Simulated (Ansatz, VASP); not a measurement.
# Cross-check of BaZrO3 between VASP and Ansatz

Wanted: the spread between two codes on one cell, functional and k mesh. The cell is taken from a series of VASP runs on this material, whose earlier steps may have relaxed, scaled or displaced it; both programs get it as it stands.

Main program and level: Ansatz 0.2.0; plane waves, with VASP 6.6.1 beside it; band structure at r2SCAN and single point at r2SCAN.

### Step 1. Set-up

It takes space group Pm-3m (No. 221, cubic). Conventional cell: a = 4.214 Å, b = 4.214 Å, c = 4.214 Å, α = 90.00°, β = 90.00°, γ = 90.00°. Nearest to Ba lie 12 O at 2.98 Å. Nearest to Zr lie 6 O at 2.11 Å. Nearest to O lie 2 Zr at 2.11 Å and 4 Ba at 2.98 Å. Farther neighbours and most contacts between anions are not listed.

Structure file:

```cif
data_structure
_symmetry_space_group_name_H-M 'P 1'
_symmetry_Int_Tables_number 1
_cell_length_a 4.2139
_cell_length_b 4.2139
_cell_length_c 4.2139
_cell_angle_alpha 90.000
_cell_angle_beta 90.000
_cell_angle_gamma 90.000
_cell_volume 74.82
loop_
_atom_site_label
_atom_site_type_symbol
_atom_site_fract_x
_atom_site_fract_y
_atom_site_fract_z
_atom_site_occupancy
Ba1 Ba 0.00000 0.00000 0.00000 1
Zr2 Zr 0.50000 0.50000 0.50000 1
O3 O 0.00000 0.50000 0.50000 1
O4 O 0.50000 0.00000 0.50000 1
O5 O 0.50000 0.50000 0.00000 1
```

### Step 2. VASP: band structure, r2SCAN

Levels along a path test the potential and the projectors away from the mesh points.

Lines of VASP's logs that name or quote its potential files are left out, and so is its time.

Input file INCAR:

```
SYSTEM = BaZrO3
PREC = Accurate
ENCUT = 520
EDIFF = 1E-06
NELM = 100
ISMEAR = 0
SIGMA = 0.05
LREAL = .FALSE.
ALGO = Normal
METAGGA = R2SCAN
LASPH = .TRUE.
NBANDS = 35
LORBIT = 11
LWAVE = .FALSE.
LCHARG = .FALSE.
KPAR = 4
```

Input file POSCAR:

```
BaZrO3
1.0
    4.2138674132      0.0000000000      0.0000000000
    0.0000000000      4.2138674132      0.0000000000
    0.0000000000      0.0000000000      4.2138674132
Ba Zr O
1 1 3
Direct
    0.0000000000      0.0000000000      0.0000000000
    0.5000000000      0.5000000000      0.5000000000
    0.0000000000      0.5000000000      0.5000000000
    0.5000000000      0.0000000000      0.5000000000
    0.5000000000      0.5000000000      0.0000000000
```

Input file KPOINTS:

```
Automatic mesh
0
Gamma
6 6 6
0 0 0
```

Input file KPOINTS_OPT:

```
Line mode
16
Line-mode
Reciprocal
  0.00000000   0.00000000   0.00000000 GAMMA
  0.00000000   0.50000000   0.00000000 X

  0.00000000   0.50000000   0.00000000 X
  0.50000000   0.50000000   0.00000000 M

  0.50000000   0.50000000   0.00000000 M
  0.00000000   0.00000000   0.00000000 GAMMA

  0.00000000   0.00000000   0.00000000 GAMMA
  0.50000000   0.50000000   0.50000000 R

  0.50000000   0.50000000   0.50000000 R
  0.00000000   0.50000000   0.00000000 X

  0.50000000   0.50000000   0.00000000 M
  0.50000000   0.50000000   0.50000000 R
```

Potentials, in the order of the species: Ba_sv, Zr_sv and O (PBE family, release 64).

Launch:

```bash
> mpirun -np 4 vasp_std
```

Numbers of over 12 decimals in the logs are rounded to 6 here.

What it wrote:

```text
[banner, memory and clock lines left out]
running    4 mpi-ranks, on    1 nodes
 distrk:  each k-point on    1 cores,    4 groups
 distr:  one band on    1 cores,    1 groups

 POSCAR found type information on POSCAR BaZrO
 POSCAR found :  3 types and       5 ions
|                                                                             |
|               ----> ADVICE to this user running VASP <----                  |
|                                                                             |
|     You enforced a specific xc type in the INCAR file but a different       |
|     [... a line on the potential file left out ...]
|     I HOPE YOU KNOW WHAT YOU ARE DOING!                                     |
|                                                                             |

 LDA part: xc-table for (None), standard interpolation
 POSCAR, INCAR and KPOINTS ok, starting setup
 FFT: planning ... GRIDC
 FFT: planning ... GRID_SOFT
 FFT: planning ... GRID
 WAVECAR not read
 entering main loop
       N       E                     dE             d eps       ncg     rms          rms(c)
DAV:   1     0.239410818071E+03    0.23941E+03   -0.21652E+04  1400   0.115E+03
DAV:   2    -0.853685459195E+02   -0.32478E+03   -0.30902E+03  1690   0.308E+02
DAV:   3    -0.106654241340E+03   -0.21286E+02   -0.21087E+02  2242   0.681E+01
DAV:   4    -0.107240473280E+03   -0.58623E+00   -0.58154E+00  2005   0.858E+00
DAV:   5    -0.107247446489E+03   -0.69732E-02   -0.69724E-02  1761   0.886E-01    0.288E+01
DAV:   6    -0.847310479787E+02    0.22516E+02   -0.14403E+01  1791   0.279E+01    0.853E+00
DAV:   7    -0.850658948772E+02   -0.33485E+00   -0.11888E+00  1688   0.636E+00    0.607E+00
DAV:   8    -0.851427165954E+02   -0.76822E-01   -0.48823E-01  1483   0.429E+00    0.138E+00
DAV:   9    -0.851065134197E+02    0.36203E-01   -0.10566E-01  1654   0.174E+00    0.487E-01
DAV:  10    -0.851069422078E+02   -0.42879E-03   -0.64869E-03  1618   0.548E-01    0.193E-01
DAV:  11    -0.851074493862E+02   -0.50718E-03   -0.20411E-03  1801   0.261E-01    0.890E-02
DAV:  12    -0.851073995989E+02    0.49787E-04   -0.10718E-04  1660   0.620E-02    0.523E-02
DAV:  13    -0.851074100927E+02   -0.10494E-04   -0.27777E-05  1698   0.378E-02    0.122E-02
DAV:  14    -0.851074099344E+02    0.15834E-06   -0.21557E-06  1572   0.928E-03
   1 F= -.85107410E+02 E0= -.85107410E+02  d E =-.591732E-11
 Start KPOINTS_OPT (optional k-point list driver)
k-point batch [1-20\96]
       N       E                     dE             ncg
DAV:   1    -0.645672815232E+03   -0.12414E+05     1400
DAV:   2    -0.687090437091E+04   -0.62252E+04     1739
DAV:   3    -0.723946499355E+04   -0.36856E+03     2106
DAV:   4    -0.724635985744E+04   -0.68949E+01     1937
DAV:   5    -0.724646718577E+04   -0.10733E+00     1874
DAV:   6    -0.724646822407E+04   -0.10383E-02     1799
DAV:   7    -0.724646823916E+04   -0.15087E-04     1770
DAV:   8    -0.724646823966E+04   -0.49901E-06     1261
[...]
k-point batch [81-96\96]
       N       E                     dE             ncg
DAV:   1     0.303310092784E+04   -0.22175E+05     1120
DAV:   2    -0.207522896843E+04   -0.51083E+04     1360
DAV:   3    -0.241048645650E+04   -0.33526E+03     1887
DAV:   4    -0.241765619505E+04   -0.71697E+01     1444
DAV:   5    -0.241783707290E+04   -0.18088E+00     1582
DAV:   6    -0.241783805729E+04   -0.98439E-03     1404
DAV:   7    -0.241783807701E+04   -0.19716E-04     1523
DAV:   8    -0.241783807713E+04   -0.12238E-06      943
```

OUTCAR, selected parts (step 2):

```text
ion  position               nearest neighbor table
   1  0.000  0.000  0.000-   3 2.98   4 2.98   5 2.98   3 2.98   4 2.98   3 2.98   5 2.98   3 2.98
                             4 2.98   5 2.98   4 2.98   5 2.98   2 3.65   2 3.65   2 3.65   2 3.65
   2  0.500  0.500  0.500-   3 2.11   4 2.11   5 2.11   5 2.11   4 2.11   3 2.11   1 3.65   1 3.65
                             1 3.65   1 3.65   1 3.65   1 3.65   1 3.65   1 3.65
   3  0.000  0.500  0.500-   2 2.11   2 2.11   1 2.98   1 2.98   1 2.98   1 2.98
   4  0.500  0.000  0.500-   2 2.11   2 2.11   1 2.98   1 2.98   1 2.98   1 2.98
   5  0.500  0.500  0.000-   2 2.11   2 2.11   1 2.98   1 2.98   1 2.98   1 2.98

  LATTYP: Found a simple cubic cell.
 ALAT       =     4.2138674132

 Subroutine GETGRP returns: Found 48 space group operations
 (whereof 48 operations were pure point group operations)

The static configuration has the point symmetry O_h .

 Found     20 irreducible k-points:

   k-points           NKPTS =     20   k-points in BZ     NKDIM =     20   number of bands    NBANDS=     35

   dimension x,y,z NGX =    32 NGY =   32 NGZ =   32
   dimension x,y,z NGXF=    64 NGYF=   64 NGZF=   64

   ENCUT  =  520.0 eV  38.22 Ry    6.18 a.u.   7.84  7.84  7.84*2*pi/ulx,y,z

   NELECT =      40.0000    total number of electrons

 k-points in reciprocal lattice and weights: Automatic mesh
   0.00000000  0.00000000  0.00000000       0.005
   0.16666667  0.00000000  0.00000000       0.028
   0.33333333  0.00000000  0.00000000       0.028
   0.50000000  0.00000000  0.00000000       0.014
   0.16666667  0.16666667  0.00000000       0.056
   0.33333333  0.16666667  0.00000000       0.111
   0.50000000  0.16666667  0.00000000       0.056
   0.33333333  0.33333333  0.00000000       0.056
   0.50000000  0.33333333  0.00000000       0.056
[...]
0.50000000  0.50000000  0.33333333       0.028
   0.50000000  0.50000000  0.50000000       0.005

 average (electrostatic) potential at core
       1 -38.9308       2 -83.7513       3 -73.0780       4 -73.0780       5 -73.0780

 E-fermi :   3.5839

 k-point     1 :       0.0000    0.0000    0.0000
  band No.  band energies     occupation
    ...
     16       2.3814      2.00000
     17       2.3814      2.00000
     18       3.1100      2.00000
     19       3.1100      2.00000
     20       3.1100      2.00000
     21       7.0345      0.00000
     22       7.0345      0.00000
     23       7.0345      0.00000
     24       8.5167      0.00000
     25       8.5167      0.00000
    ...

 k-point     2 :       0.1667    0.0000    0.0000
  band No.  band energies     occupation
    ...
     16       2.1535      2.00000
     17       2.1971      2.00000
     18       2.4923      2.00000
     19       3.0222      2.00000
     20       3.0222      2.00000
     21       7.1276      0.00000
     22       7.6186      0.00000
     23       7.6186      0.00000
     24       8.9395      0.00000
     25       8.9703      0.00000
    ...

 k-point     3 :       0.3333    0.0000    0.0000
  band No.  band energies     occupation
    ...
     16       1.7985      2.00000
     17       1.8320      2.00000
     18       1.8726      2.00000
     19       2.9067      2.00000
     20       2.9067      2.00000
     21       7.3381      0.00000
     22       8.8078      0.00000
     23       8.8078      0.00000
     24       9.8084      0.00000
     25       9.9913      0.00000
    ...

  Total       -0.0018535     -0.0018535     -0.0018535     -0.0000000     -0.0000000      0.0000000
  in kB       -0.0396879     -0.0396879     -0.0396879     -0.0000000     -0.0000000      0.0000000
  external PRESSURE =      -0.0396879 kB  Pullay stress =       0.0000000 kB

  energy-cutoff  :      520.00
  volume of cell :       74.82
      direct lattice vectors                 reciprocal lattice vectors
     4.213867413  0.000000000  0.000000000     0.237311691  0.000000000  0.000000000
     0.000000000  4.213867413  0.000000000     0.000000000  0.237311691  0.000000000
     0.000000000  0.000000000  4.213867413     0.000000000  0.000000000  0.237311691

 POSITION                                       TOTAL-FORCE (eV/Angst)
 -----------------------------------------------------------------------------------
      0.00000      0.00000      0.00000         0.000000      0.000000      0.000000
      2.10693      2.10693      2.10693         0.000000      0.000000      0.000000
      0.00000      2.10693      2.10693         0.000000      0.000000      0.000000
      2.10693      0.00000      2.10693         0.000000      0.000000      0.000000
      2.10693      2.10693      0.00000         0.000000      0.000000      0.000000
 -----------------------------------------------------------------------------------
    total drift:                                0.000000     -0.000000     -0.000000

  FREE ENERGIE OF THE ION-ELECTRON SYSTEM (eV)
  ---------------------------------------------------
  free  energy   TOTEN  =       -85.1074099344 eV

  energy  without entropy=      -85.1074099344  energy(sigma->0) =      -85.10740993

 total charge
# of ion       s       p       d       tot
------------------------------------------
    1        2.010   5.646   0.240   7.897
    2        2.188   6.080   1.340   9.607
    3        1.564   3.509   0.000   5.073
    4        1.564   3.509   0.000   5.073
    5        1.564   3.509   0.000   5.073
--------------------------------------------------
tot          8.891  22.252   1.580  32.723

[... 3 further parts left out ...]
```

Harder data sets than Ba_sv exist (the GW ones), and pressures, volumes and forces can shift noticeably with them.

### Step 3. Ansatz: band structure, r2SCAN

Ansatz runs on its default PAW (the set named soft_2) files.

The same cell, functional, mesh and smearing now go to Ansatz, which takes its cutoff from its data sets.

Input file input.yaml:

```yaml
crystal:
  lattice:
    - [4.2138674132, 0.0, 0.0]
    - [0.0, 4.2138674132, 0.0]
    - [0.0, 0.0, 4.2138674132]
  atoms:
    - { symbol: Ba, position: [0.0, 0.0, 0.0] }
    - { symbol: Zr, position: [0.5, 0.5, 0.5] }
    - { symbol: O, position: [0.0, 0.5, 0.5] }
    - { symbol: O, position: [0.5, 0.0, 0.5] }
    - { symbol: O, position: [0.5, 0.5, 0.0] }
hamiltonian:
  xc: r2scan
  pseudopotentials: { kind: paw }
kpoints:
  mp_grid: { grid: [6, 6, 6] }
  band_path:
    path:
      - [0.0, 0.0, 0.0]
      - [0.0, 0.1, 0.0]
      - [0.0, 0.2, 0.0]
      - [0.0, 0.3, 0.0]
      - [0.0, 0.43333, 0.0]
      - [0.0, 0.5, 0.0]
      - [0.1, 0.5, 0.0]
      - [0.2, 0.5, 0.0]
      - [0.33333, 0.5, 0.0]
      - [0.43333, 0.5, 0.0]
      - [0.5, 0.5, 0.0]
      - [0.36667, 0.36667, 0.0]
      - [0.26667, 0.26667, 0.0]
      - [0.16667, 0.16667, 0.0]
      - [0.06667, 0.06667, 0.0]
      - [0.03333, 0.03333, 0.03333]
      - [0.13333, 0.13333, 0.13333]
      - [0.23333, 0.23333, 0.23333]
      - [0.33333, 0.33333, 0.33333]
      - [0.46667, 0.46667, 0.46667]
      - [0.5, 0.5, 0.5]
      - [0.46667, 0.5, 0.46667]
      - [0.36667, 0.5, 0.36667]
      - [0.23333, 0.5, 0.23333]
      - [0.13333, 0.5, 0.13333]
      - [0.03333, 0.5, 0.03333]
      - [0.5, 0.5, 0.03333]
      - [0.5, 0.5, 0.16667]
      - [0.5, 0.5, 0.26667]
      - [0.5, 0.5, 0.36667]
      - [0.5, 0.5, 0.5]
    npoints: 1
scf:
  occupations: { method: gaussian, width: 0.05 }
  n_extra_bands: 8
output:
  forces: true
  stress: true
  eigenvalues: true
  write_density: true
  write_potential: true
  elf: true
  volumetric_format: npy
```

Launch:

```bash
> ansatz run input.yaml --threads 2 --pin off --max-ram 4608MiB --backend cpu --events-out ev --progress --plain --runs-dir out
```

What it wrote:

```text
scf.n_extra_bands = 8 over 20 filled bands (N_el = 40.0): the run solves 28 bands
Engine: ansatz 0.2.0, x86_64-unknown-linux-gnu
Pseudopotentials: kind: paw
Pseudopotential: Ba, paw, valence charge 10, recommended cutoff 500 eV (meta_gga), Ba.paw.azcp
Pseudopotential: Zr, paw, valence charge 12, recommended cutoff 500 eV (meta_gga), Zr.paw.azcp
Pseudopotential: O, paw, valence charge 6, recommended cutoff 500 eV (meta_gga), O.paw.azcp
Functional definition: r2SCAN
  parameter k0 = 0.174
  parameter k1 = 0.065
  parameter a1 = 4.9479
  exchange = r2scan_x(k0 = k0, k1 = k1, a1 = a1)
  correlation = r2scan_c
Crystal: 5 atoms, lattice volume = 74.824 Å³
Basis set: ecut = 500 eV, 1935 PW (Γ), exchange–correlation on 128×128×128 points (64 copies of the dense FFT grid, shifted against one another)
Bands: 28, of which v1, the nominal top of the filled ones, is band 20 counted from 1 (19 counted from 0)
Symmetry: 48 space group operations
Space group: Pm-3m (ITA 221), of the structure as read, at distance tolerance 4.2e-5 Å
k-points: 20 of 216
Non-local potential: Ba, projectors of the file, l = 0: 3, l = 1: 2, l = 2: 2, l = 3: 2
Non-local potential: Zr, projectors of the file, l = 0: 3, l = 1: 2, l = 2: 2, l = 3: 2
Non-local potential: O, projectors of the file, l = 0: 2, l = 1: 2, l = 2: 1
PAW form: soft (Blöchl's): semilocal exchange-correlation on the pseudo side does not see the compensation charge
PAW frozen core: Ba, regenerated for the run's functional (the file was generated under x = pbe(κ = 0.804, μ = 0.219515), c = pbe(β = 0.066725))
PAW frozen core: Zr, regenerated for the run's functional (the file was generated under x = pbe(κ = 0.804, μ = 0.219515), c = pbe(β = 0.066725))
PAW frozen core: O, regenerated for the run's functional (the file was generated under x = pbe(κ = 0.804, μ = 0.219515), c = pbe(β = 0.066725))
PAW one-centre angular grid: Ba, 302 points (default); XC on 160 Gauss nodes
PAW one-centre angular grid: Zr, 590 points (default); XC on 160 Gauss nodes
PAW one-centre angular grid: O, 302 points (default); XC on 160 Gauss nodes
Initial density: superposition of atomic densities (neutral atoms: chi_scale 0, normalization atom), corrected by the library's trained network
Initial wavefunctions: pseudopotential atomic-orbital guess
Functional: x = r2scan, c = r2scan; τ floored in thin density (d = 2e-4 eV/Å³)
SCF iter   1: F=—  HF=-11875.316700 eV  |F-HF|=—  |Δ(HF+E_count)|=         —  Δρ=1.19e-2  dr2=1.40e-1  dr2_τ=2.24e-1  ethr=1.77e-3  ⟨swp⟩=8.0  Hψ=3115  notcnv=0
preconditioner: auto → Resta (q_TF=auto, 2.458 Å⁻¹)  ε∞=3.2  [insulator: Δε(μ)=4.009 eV  Ē_g=17.964 eV  σ=0.050 eV  W_gap=1.00  n_scr=18 (ndim 8)  ℏωp=26.5 eV  f_vac=0.000  D(μ)=0.00/eV (n_scr^D=0)  ε∞_Penn≈3.2]
SCF iter   2: F=—  HF=-11875.424078 eV  |F-HF|=—  |Δ(HF+E_count)|=   1.07e-1  Δρ=5.99e-3  dr2=1.03e-2  dr2_τ=6.10e-3  ethr=3.50e-4  ⟨swp⟩=2.9  Hψ=1197  notcnv=0  defer=50
SCF iter   3: F=—  HF=-11875.422703 eV  |F-HF|=—  |Δ(HF+E_count)|=   1.38e-3  Δρ=2.46e-3  dr2=2.85e-3  dr2_τ=2.90e-4  ethr=2.58e-5  ⟨swp⟩=2.6  Hψ=943  notcnv=0  defer=50
SCF iter   4: F=—  HF=-11875.422178 eV  |F-HF|=—  |Δ(HF+E_count)|=   5.25e-4  Δρ=3.89e-4  dr2=5.91e-5  dr2_τ=1.18e-5  ethr=7.13e-6  ⟨swp⟩=2.6  Hψ=968  notcnv=0  defer=50
SCF iter   5: F=—  HF=-11875.422197 eV  |F-HF|=—  |Δ(HF+E_count)|=   1.96e-5  Δρ=7.71e-5  dr2=4.46e-6  dr2_τ=2.89e-7  ethr=1.48e-7  ⟨swp⟩=2.6  Hψ=889  notcnv=0  defer=50
SCF iter   6: F=—  HF=-11875.422198 eV  |F-HF|=—  |Δ(HF+E_count)|=   6.60e-7  Δρ=1.25e-5  dr2=1.18e-7  dr2_τ=2.14e-8  ethr=1.11e-8  ⟨swp⟩=2.0  Hψ=830  notcnv=0  defer=50
SCF iter   7: F=-11875.422198 eV  HF=-11875.422198 eV  |F-HF|=5.18e-10  |Δ(HF+E_count)|=   1.34e-9  Δρ=2.11e-6  dr2=3.37e-9  dr2_τ=3.20e-10  ethr=2.50e-10  ⟨swp⟩=13.9  Hψ=4076  notcnv=0
SCF 1 converged in 7 iterations: F = -11875.422198 eV  dr2 = 3.37e-9
  greatest PAW one-centre occupation: 0.991 electrons in one spin orbital (limit 2), on the Zr atom at site 1 (counted from 0), in its partial waves of l = 1
NSCF: frozen V_eff on 31 k-points
SCF converged after 7 iterations
Free energy (F): -11875.422198 eV
Harris-Foulkes:  -11875.422198 eV  (|F-HF|=5.18e-10)
Internal energy: -11875.422198 eV  (E = F + TS)
E sigma→0 (E₀):  -11875.422198 eV
Fermi energy:    11.171088 eV
--- Per-component energies (eV) ---
  E_band       = -129.401402
  E_kinetic    = 1034.451327
  E_local      = -1958.380590  (includes V_loc(G=0)·N_el)
  E_nonlocal   = 272.122794
  E_hartree    = 694.370437
  E_xc         = -537.942166
  E_vxc        = -682.476238  (∫ρ·V_xc dr)
  E_paw        = -8700.480750  (= ΣΔE_a)
  E_vpaw       = -224.175112  (= ΣTr[D̂ρ^β])
  E_aug_tail   = 0.002908  (compensation charges beyond the density's cutoff)
  E_vtau       = 40.311072  (kinetic-family band-sum trace: ∫τ·v_τ [+ j·A + Jᵃ·Aᵃ] dr)
  E_ewald      = -2679.376009
  E_core_change = -0.190148  (= ΣΔE_core)
  E_smearing   = -0.000000  (= −TS)
  E_closure    = 0.000000  (closes the sum)
  Σ components = -11875.422198   (vs F -11875.422198, Δ=0.00e0)
--- Forces (eV/Å), atoms counted from 1 ---
  atom   1  Ba    -0.00000000     0.00000000     0.00000000
  atom   2  Zr     0.00000000     0.00000000    -0.00000000
  atom   3  O      0.00000000    -0.00000000    -0.00000000
  atom   4  O      0.00000000    -0.00000000     0.00000000
  atom   5  O      0.00000000     0.00000000     0.00000000
  max |Σ_I F_I| component: 6.23e-29 eV/Å
--- Stress (GPa, compression-positive) ---
       -1.011854       0.000000       0.000000
        0.000000      -1.011854       0.000000
        0.000000       0.000000      -1.011854
  P = ⅓ Tr σ = -1.0119 GPa (-10.119 kbar)
--- Band table (eV; the first three rows and the last of 20) ---
  k-point 0: bands = [... 16 lower, 8.3108, 9.0792, 9.0792, 9.0792, 13.0288, 13.0288, 13.0288, 14.5411, ... 4 higher]
  k-point 1: bands = [... 16 lower, 8.1424, 8.4646, 8.9917, 8.9917, 13.1079, 13.6032, 13.6032, 14.9479, ... 4 higher]
  k-point 2: bands = [... 16 lower, 7.8124, 7.8428, 8.8768, 8.8768, 13.2839, 14.7758, 14.7758, 15.8065, ... 4 higher]
  k-point 19: bands = [... 16 lower, 6.8097, 9.3134, 9.3134, 9.3134, 15.9461, 15.9461, 15.9461, 16.7189, ... 4 higher]
```

Elapsed: 4 s, on 2 threads of AMD EPYC 7B13 (Zen 3), shared host; peak memory 0.57 GiB.

Reading the cycles: dr2 is the Hartree energy of the density residual (eV), the measure of convergence; HF is the Harris–Foulkes estimate of the energy, which meets the free energy F at convergence.

(Continued in part 2 of 2.)

[Lines on the potential files, build, host, timing and source positions are cut from VASP's logs without a mark.]

[Logs are printed without paths, hosts, clocks, repeated set-up lines and the standing remarks that a program may print on its own settings, such as how far it seeks lower states.]

[Hosts, paths, dates, database ids (printed as entryN), source tags and the programs' standing remarks are cut or masked in the printed files.]
